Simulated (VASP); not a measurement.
Shape and ions are relaxed at each volume.

Energy against volume of BN (wurtzite). Computed with PBE GGA with D3 dispersion (zero damping), VASP's PBE PAW potentials (set 64) (plane waves; VASP).

```tsv
V (Å³/atom)	E (eV/atom)
5.568	-8.81610
5.746	-8.83747
5.924	-8.84435
6.102	-8.83859
6.279	-8.82183
```

Question: Fit a third-order Birch-Murnaghan equation of state.

Answer: 
```json
{
 "volume_per_atom": "5.93 Å^3/atom",
 "bulk_modulus": "378 GPa",
 "pressure_derivative_of_the_bulk_modulus": "3.60"
}
```

Measured: bulk modulus 375 GPa (computed value off by +0.8 %), as given by Equation of state of wurtzitic boron nitride to 66 GPa, Appl. Phys. Lett., doi 10.1063/1.121186. The calculation is for a static lattice, while the measured bulk modulus holds thermal and zero-point effects, which are part of the difference.

The compound is BN in the wurtzite structure, a metastable high-pressure form. It was relaxed first.
